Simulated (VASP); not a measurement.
```yaml
crystal:
  lattice:
    - [0.00000, 2.14710, 2.14710]
    - [2.14710, 0.00000, 2.14710]
    - [2.14710, 2.14710, 0.00000]
  atoms:
    - { symbol: Mg, position: [0.00000, 0.00000, 0.00000] }
    - { symbol: O, position: [0.50000, 0.50000, 0.50000] }
```

All values below come from PBE GGA, VASP's PBE PAW potentials (set 64) (plane waves; VASP). Numerical set-up: 520 eV cut-off, 8×8×8 Γ-centred mesh, Gaussian smearing of 0.050 eV, potentials Mg O.

**Question.** What does the run give for the energy per atom (σ→0), pressure, band gap (on the k-mesh) with the smallest direct gap where there is one?

**Answer.** 
The band gap (on the k-mesh) is 4.18 eV. The smallest direct gap (on the k-mesh) is 4.18 eV. The energy per atom (σ→0) is -5.951 eV/atom and the pressure comes out as -4.76 GPa.

Only differences to runs with the same potentials and settings are physical.

The compound is MgO in the rock salt structure. The cell was not relaxed at this level.
